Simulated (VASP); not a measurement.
These are LDA (Ceperley-Alder, Perdew-Zunger), VASP's LDA PAW potentials (set 64) (plane waves; VASP) values and carry that method's errors.

Input for VASP

**POSCAR**
```
NaI
1
    0.0000000000     3.2186550000     3.2186550000
    3.2186550000     0.0000000000     3.2186550000
    3.2186550000     3.2186550000     0.0000000000
Na I
1 1
Direct
 -0.0006650000  -0.0010340000   0.0037960000
  0.5006650000   0.5010340000   0.4962040000
```

INCAR:
```
SYSTEM  =  NaI
PREC  =  Accurate; ENCUT  =  600; LREAL  =  .False.
LASPH  =  .True.
EDIFF  =  1E-6; NELM  =  100; ALGO  =  Normal
LMAXMIX  =  4
ISMEAR  =  0; SIGMA  =  0.01
ISIF  =  2
LWAVE  =  .False.; LCHARG  =  .False.
```

File KPOINTS:
```
Automatic mesh
0
Gamma
7 7 7
0 0 0
```

POTCAR, in this order: Na_pv I (LDA.64 set). Program: vasp_std.

The run wrote:

**OSZICAR**
```
       N       E                     dE             d eps       ncg     rms          rms(c)
DAV:   1     0.786142397077E+02    0.78614E+02   -0.72689E+03  3787   0.126E+03
DAV:   2     0.923644267611E+00   -0.77691E+02   -0.73086E+02  4003   0.239E+02
DAV:   3    -0.585979917833E+01   -0.67834E+01   -0.67351E+01  4619   0.708E+01
DAV:   4    -0.606186397183E+01   -0.20206E+00   -0.20192E+00  4397   0.126E+01
DAV:   5    -0.606753066860E+01   -0.56667E-02   -0.56666E-02  4647   0.224E+00    0.165E+00
DAV:   6    -0.600674811242E+01    0.60783E-01   -0.75226E-02  4327   0.205E+00    0.108E+00
DAV:   7    -0.599245696895E+01    0.14291E-01   -0.51362E-02  4371   0.149E+00    0.479E-01
DAV:   8    -0.599202154803E+01    0.43542E-03   -0.27257E-03  4090   0.548E-01    0.977E-02
DAV:   9    -0.599198815416E+01    0.33394E-04   -0.10174E-04  4471   0.118E-01    0.399E-02
DAV:  10    -0.599198614093E+01    0.20132E-05   -0.24040E-05  5046   0.669E-02    0.395E-03
DAV:  11    -0.599198596116E+01    0.17978E-06   -0.12271E-06  2767   0.174E-02
   1 F= -.59919860E+01 E0= -.59919860E+01  d E =-.145533E-23
```

File OUTCAR:
```
------------------------ aborting loop because EDIFF is reached ----------------------------------------
  FORCE on cell =-STRESS in cart. coord.  units (eV):
  Direction    XX          YY          ZZ          XY          YZ          ZX
  --------------------------------------------------------------------------------------
  Total       -0.5807439     -0.5800488     -0.5822654     -0.0004074      0.0002561      0.0002254
  in kB      -13.9521767    -13.9354768    -13.9887310     -0.0097873      0.0061515      0.0054158
  external PRESSURE =     -13.9587948 kB  Pullay stress =       0.0000000 kB
  volume of cell :       66.69
      direct lattice vectors                 reciprocal lattice vectors
     0.000000000  3.218655000  3.218655000    -0.155344391  0.155344391  0.155344391
     3.218655000  0.000000000  3.218655000     0.155344391 -0.155344391  0.155344391
     3.218655000  3.218655000  0.000000000     0.155344391  0.155344391 -0.155344391
  FREE ENERGIE OF THE ION-ELECTRON SYSTEM (eV)
  ---------------------------------------------------
  free  energy   TOTEN  =        -5.9919859612 eV

  energy  without entropy=       -5.9919859612  energy(sigma->0) =       -5.99198596
```
(Selected blocks of OUTCAR.)

The structure comes from a computed database's NaI entry; how it stands against other phases isn't given here. The cell was not relaxed at this level, atoms are displaced from their ideal sites. The run is one of a series of settings (ENCUT = 600 against the base run), some of them coarse on purpose.
